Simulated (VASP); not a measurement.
Given:

```yaml
crystal:
  lattice:
    - [0.00000, 2.10037, 2.10037]
    - [2.10037, 0.00000, 2.10037]
    - [2.10037, 2.10037, 0.00000]
  atoms:
    - { symbol: Au, position: [0.00000, 0.00000, 0.00000] }
```

The numbers are results of optB86b-vdW, VASP's PBE PAW potentials (set 64) (plane waves; VASP), not measurements. Settings: 520 eV cut-off, 15×15×15 Γ-centred mesh, first-order Methfessel-Paxton smearing of 0.10 eV, potentials Au.

Unless said otherwise, spin-orbit coupling is left out, though it shifts the bands of the heavy elements here.

Task: Estimate the energy per atom (σ→0), pressure, band gap (on the k-mesh) with the smallest direct gap where there is one.

Result: 
The band gap (on the k-mesh) is none (metal, semimetal or under 0.01 eV) and the energy per atom (σ→0) comes out as -0.760 eV/atom. The pressure comes out as -7.87 GPa.

The compound is Au in the fcc structure. This cell is one point of a volume scan, at 1.06 of the reference volume.
